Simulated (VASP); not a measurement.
An input for Ansatz (written as the equivalent of a VASP run, and not itself run):

Ansatz 0.2 input:
```yaml
crystal:
  lattice:
    - [4.4189449, 0.0000000, 0.0000000]
    - [0.0000000, 8.8428027, 0.0000000]
    - [0.0000000, 0.0000000, 6.1906109]
  atoms:
    - { symbol: Cd, position: [0.0000000, 0.2379132, 0.0085787] }
    - { symbol: Cd, position: [0.0000000, 0.7620868, 0.0085787] }
    - { symbol: Cd, position: [0.5000000, 0.0000000, 0.5056497] }
    - { symbol: Cd, position: [0.5000000, 0.5000000, 0.4760600] }
    - { symbol: Te, position: [0.0000000, 0.5000000, 0.7527071] }
    - { symbol: Se, position: [0.5000000, 0.2430971, 0.2502621] }
    - { symbol: Se, position: [0.5000000, 0.7569029, 0.2502621] }
    - { symbol: Se, position: [0.0000000, 0.0000000, 0.7479116] }
kpoints:
  mp_grid: { grid: [5, 3, 4] }
hamiltonian:
  xc: r2scan
  pseudopotentials: { kind: paw }
scf:
  occupations: { method: gaussian, width: 0.05 }
  max_iter: 100
relax:
  max_steps: 60
  f_tol: 0.02
  cell: {}
output: { forces: true, stress: true, eigenvalues: true }
```

### Question
Translate this input to VASP (INCAR, KPOINTS, POSCAR, choice of POTCAR).

### Answer
Several could match; the one computed here: 
KPOINTS:
```
kpoints
0
G
  5 3 4
0 0 0
```

INCAR:
```
ALGO = Normal
EDIFF = 1E-6
EDIFFG = -0.02
ENCUT = 400
IBRION = 2
ISIF = 3
ISMEAR = 0
LASPH = .TRUE.
LCHARG = .FALSE.
LMAXMIX = 4
LMIXTAU = .TRUE.
LREAL = .FALSE.
LWAVE = .FALSE.
METAGGA = R2SCAN
NELM = 100
NSW = 60
PREC = Accurate
SIGMA = 0.05
SYSTEM = Cd4TeSe3
```

POSCAR:
```
Cd4TeSe3
1
    4.4189449449     0.0000000000     0.0000000000
    0.0000000000     8.8428027021     0.0000000000
    0.0000000000     0.0000000000     6.1906108511
Cd Te Se
4 1 3
Direct
  0.0000000000   0.2379132074   0.0085787483
  0.0000000000   0.7620867926   0.0085787483
  0.5000000000   0.0000000000   0.5056496596
  0.5000000000   0.5000000000   0.4760599649
  0.0000000000   0.5000000000   0.7527070699
  0.5000000000   0.2430971080   0.2502621073
  0.5000000000   0.7569028920   0.2502621073
  0.0000000000   0.0000000000   0.7479115943
```

POTCAR, in this order: Cd Te Se (PBE.64 set). Program: vasp_std.

What does not carry over: each code has its own PAW files, so the cut-off isn't converted (ENCUT is set for VASP's; basis.ecutwfc is left out, and Ansatz then takes the one that its files recommend); Ansatz stops its SCF on the density residual and VASP on the energy change (EDIFF).

The structure comes from a computed database's Cd4TeSe3 entry (Pmm2); how it stands against other phases isn't given here. This run relaxes it. Symmetry was kept, so distortions that lower it aren't found. The start is the result of an earlier pass.
